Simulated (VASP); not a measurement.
OSZICAR of a VASP run on BaZrO$_{3}$ (cubic perovskite):

OSZICAR:
```
       N       E                     dE             d eps       ncg     rms          rms(c)
DAV:   1     0.322369803450E+03    0.32237E+03   -0.22429E+04   960   0.163E+03
DAV:   2    -0.302043178214E+02   -0.35257E+03   -0.34723E+03  1248   0.386E+02
DAV:   3    -0.500759194518E+02   -0.19872E+02   -0.19854E+02  1616   0.914E+01
DAV:   4    -0.504914016041E+02   -0.41548E+00   -0.41540E+00  1368   0.109E+01
DAV:   5    -0.505010217415E+02   -0.96201E-02   -0.96199E-02  1408   0.120E+00    0.307E+01
DAV:   6    -0.437472077721E+02    0.67538E+01   -0.43098E+01  1224   0.421E+01    0.143E+01
DAV:   7    -0.436633425923E+02    0.83865E-01   -0.32300E+00  1416   0.104E+01    0.807E+00
DAV:   8    -0.436247241498E+02    0.38618E-01   -0.29271E-01  1320   0.443E+00    0.695E-01
DAV:   9    -0.436226990765E+02    0.20251E-02   -0.50230E-02  1336   0.129E+00    0.448E-01
DAV:  10    -0.436233232061E+02   -0.62413E-03   -0.13814E-02  1336   0.104E+00    0.221E-01
DAV:  11    -0.436230015769E+02    0.32163E-03   -0.19282E-03  1232   0.391E-01    0.299E-02
DAV:  12    -0.436230189804E+02   -0.17403E-04   -0.10388E-04  1296   0.780E-02    0.341E-02
DAV:  13    -0.436230178489E+02    0.11315E-05   -0.12607E-05  1424   0.287E-02    0.334E-03
DAV:  14    -0.436230178535E+02   -0.46534E-08   -0.12340E-06  1288   0.931E-03    0.153E-03
DAV:  15    -0.436230178237E+02    0.29854E-07   -0.12092E-07   928   0.298E-03
   1 F= -.43623018E+02 E0= -.43623018E+02  d E =0.000000E+00
```

Which electronic solver shows in the log?

It is blocked Davidson (ALGO = Normal, or the opening steps of other solvers). The INCAR had ALGO = Normal.

Can the final energy be trusted as converged?

Self-consistency was reached. It stopped with EDIFF = 1E-7, NELM = 100 (PBEsol GGA, plane waves, VASP's PBE PAW potentials (set 64)).

The compound is BaZrO3 in the cubic perovskite structure. The cell was not relaxed at this level.
